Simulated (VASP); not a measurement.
OSZICAR of a VASP run on In$_{32}$P$_{31}$:

File OSZICAR:
```
       N       E                     dE             d eps       ncg     rms          rms(c)
DAV:   1    -0.304837828870E+03   -0.30484E+03   -0.14528E+01   632   0.707E+00    0.121E+01
DAV:   2    -0.305038337186E+03   -0.20051E+00   -0.73024E-01   748   0.138E+00    0.823E+00
DAV:   3    -0.305013077169E+03    0.25260E-01   -0.75877E-02   740   0.480E-01    0.484E+00
DAV:   4    -0.304999168247E+03    0.13909E-01   -0.38752E-02   736   0.310E-01    0.266E+00
DAV:   5    -0.304998940195E+03    0.22805E-03   -0.11036E-02   728   0.163E-01    0.147E+00
DAV:   6    -0.305004505190E+03   -0.55650E-02   -0.73815E-03   728   0.147E-01    0.807E-01
DAV:   7    -0.305005820306E+03   -0.13151E-02   -0.58318E-03   722   0.127E-01    0.425E-01
DAV:   8    -0.305005536152E+03    0.28415E-03   -0.24653E-03   778   0.751E-02    0.226E-01
DAV:   9    -0.305005456614E+03    0.79538E-04   -0.11696E-03   740   0.423E-02    0.127E-01
DAV:  10    -0.305005481248E+03   -0.24634E-04   -0.83705E-04   754   0.316E-02    0.748E-02
DAV:  11    -0.305005536551E+03   -0.55303E-04   -0.64537E-04   724   0.252E-02    0.510E-02
DAV:  12    -0.305005591209E+03   -0.54658E-04   -0.50283E-04   700   0.207E-02    0.418E-02
DAV:  13    -0.305005638417E+03   -0.47208E-04   -0.41055E-04   690   0.184E-02    0.371E-02
DAV:  14    -0.305005678614E+03   -0.40197E-04   -0.34131E-04   698   0.167E-02    0.334E-02
DAV:  15    -0.305005713483E+03   -0.34869E-04   -0.28806E-04   676   0.152E-02    0.302E-02
DAV:  16    -0.305005744550E+03   -0.31067E-04   -0.24738E-04   660   0.138E-02    0.272E-02
DAV:  17    -0.305005772952E+03   -0.28402E-04   -0.21695E-04   648   0.126E-02    0.248E-02
DAV:  18    -0.305005799509E+03   -0.26557E-04   -0.19570E-04   588   0.118E-02    0.225E-02
DAV:  19    -0.305005824949E+03   -0.25440E-04   -0.18226E-04   572   0.113E-02    0.207E-02
DAV:  20    -0.305005849724E+03   -0.24775E-04   -0.17147E-04   548   0.108E-02    0.191E-02
DAV:  21    -0.305005874153E+03   -0.24429E-04   -0.16585E-04   576   0.104E-02    0.181E-02
DAV:  22    -0.305005898326E+03   -0.24173E-04   -0.16063E-04   508   0.102E-02    0.172E-02
DAV:  23    -0.305005922348E+03   -0.24022E-04   -0.15917E-04   492   0.101E-02    0.167E-02
DAV:  24    -0.305005946372E+03   -0.24024E-04   -0.15668E-04   484   0.100E-02    0.163E-02
DAV:  25    -0.305005970350E+03   -0.23979E-04   -0.15674E-04   480   0.100E-02    0.160E-02
DAV:  26    -0.305005994279E+03   -0.23929E-04   -0.15560E-04   492   0.100E-02    0.157E-02
DAV:  27    -0.305006018157E+03   -0.23878E-04   -0.15572E-04   492   0.100E-02    0.157E-02
DAV:  28    -0.305006042002E+03   -0.23845E-04   -0.15519E-04   468   0.101E-02    0.156E-02
DAV:  29    -0.305006065792E+03   -0.23791E-04   -0.15527E-04   504   0.101E-02    0.156E-02
DAV:  30    -0.305006089489E+03   -0.23696E-04   -0.15415E-04   476   0.101E-02    0.155E-02
DAV:  31    -0.305006113114E+03   -0.23625E-04   -0.15501E-04   492   0.102E-02    0.155E-02
DAV:  32    -0.305006136686E+03   -0.23572E-04   -0.15364E-04   484   0.101E-02    0.154E-02
DAV:  33    -0.305006160142E+03   -0.23456E-04   -0.15346E-04   504   0.101E-02    0.155E-02
DAV:  34    -0.305006183490E+03   -0.23349E-04   -0.15273E-04   476   0.102E-02    0.153E-02
DAV:  35    -0.305006206742E+03   -0.23251E-04   -0.15232E-04   468   0.102E-02    0.153E-02
DAV:  36    -0.305006229866E+03   -0.23124E-04   -0.15110E-04   492   0.101E-02    0.153E-02
DAV:  37    -0.305006252848E+03   -0.22982E-04   -0.15086E-04   496   0.102E-02    0.153E-02
DAV:  38    -0.305006275654E+03   -0.22806E-04   -0.14939E-04   476   0.102E-02    0.151E-02
DAV:  39    -0.305006298251E+03   -0.22598E-04   -0.14857E-04   460   0.101E-02    0.152E-02
DAV:  40    -0.305006320720E+03   -0.22469E-04   -0.14795E-04   484   0.102E-02    0.151E-02
DAV:  41    -0.305006343072E+03   -0.22351E-04   -0.14694E-04   498   0.101E-02    0.150E-02
DAV:  42    -0.305006365214E+03   -0.22143E-04   -0.14523E-04   452   0.101E-02    0.150E-02
DAV:  43    -0.305006387212E+03   -0.21998E-04   -0.14515E-04   506   0.101E-02    0.150E-02
DAV:  44    -0.305006409024E+03   -0.21812E-04   -0.14275E-04   476   0.996E-03    0.148E-02
DAV:  45    -0.305006430608E+03   -0.21584E-04   -0.14229E-04   482   0.998E-03    0.148E-02
DAV:  46    -0.305006451995E+03   -0.21387E-04   -0.14037E-04   468   0.995E-03    0.147E-02
DAV:  47    -0.305006473151E+03   -0.21155E-04   -0.13947E-04   490   0.992E-03    0.147E-02
DAV:  48    -0.305006494106E+03   -0.20955E-04   -0.13783E-04   452   0.987E-03    0.146E-02
DAV:  49    -0.305006514878E+03   -0.20772E-04   -0.13667E-04   474   0.983E-03    0.145E-02
DAV:  50    -0.305006535376E+03   -0.20498E-04   -0.13452E-04   460   0.979E-03
   1 F= -.30500654E+03 E0= -.30500592E+03  d E =-.123621E-02  mag=     3.0000
```

Task: Which electronic solver shows in the log?

Result: It is blocked Davidson (ALGO = Normal, or the opening steps of other solvers). The INCAR had ALGO = Normal.

Task: How was spin treated?

Result: Collinear spin (ISPIN = 2): the summary line carries one mag value, 3.00 μB in the cell.

Task: Can the final energy be trusted as converged?

Result: The run did not converge; its last values are not results. It stopped with EDIFF = 1E-5, NELM = 50 (HSE06 screened hybrid, plane waves, VASP's PBE PAW potentials (set 64)). The supercell is sampled at Γ alone, which is coarse: total energies, pressure and levels can be off, energies of defects by several tenths of an eV.

The cell is a supercell with a defect, built from InP (zinc blende): vac_P. The cell's shape comes from a PBE relaxation. The total moment is imposed (NUPDOWN), so this need not be the lowest spin state.
